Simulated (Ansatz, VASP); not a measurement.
One calculation of AgB2, two programs

```
CELL_PARAMETERS angstrom
3.00000 0.00000 0.00000
-1.50000 2.59808 0.00000
0.00000 0.00000 3.24000
ATOMIC_POSITIONS crystal
Ag 0.00000 0.00000 0.00000
B 0.66667 0.33333 0.50000
B 0.33333 0.66667 0.50000
```

Alike in both runs: task relaxation of cell and atoms; functional PBE; k mesh 10 × 10 × 8; occupations fermi-dirac, width 0.05 eV; no spin polarisation.

|  | VASP | Ansatz |
| --- | --- | --- |
| version | VASP 6.6.1 | Ansatz 0.2.0 |
| potentials or method | VASP PAW PBE potentials, release 64 (Ag, B) | Ansatz PAW |
| plane-wave cutoff (eV) | 600 | 420 |
| valence electrons in the cell | 17 | 25 |

VASP gave:

* gap on the k mesh at the Fermi level, each at its own relaxed structure (eV): none
* relaxed volume (Å³/atom): 10.72
* relaxed cell length with the largest relative difference (Å): 4.077
* energy change over the relaxation (meV/atom): -435

**Question.** What did Ansatz give for the same quantities?

**Answer.** gap on the k mesh at the Fermi level, each at its own relaxed structure (eV): none; relaxed volume (Å³/atom): 10.73; relaxed cell length with the largest relative difference (Å): 4.081; energy change over the relaxation (meV/atom): -438.

A gap of «none» marks a metal or a gap that the smearing closes. The two sets of potentials don't hold the same shells in valence.

Caveats: the volume moved by over 15 % at a fixed basis, so the end points are rough; the plane-wave basis is chosen anew once the cell has moved, so the energies of steps on either side of that aren't comparable (Ansatz). PBE usually gives volumes a little too large and moduli too small. Zero-point motion and thermal expansion aren't in these numbers.
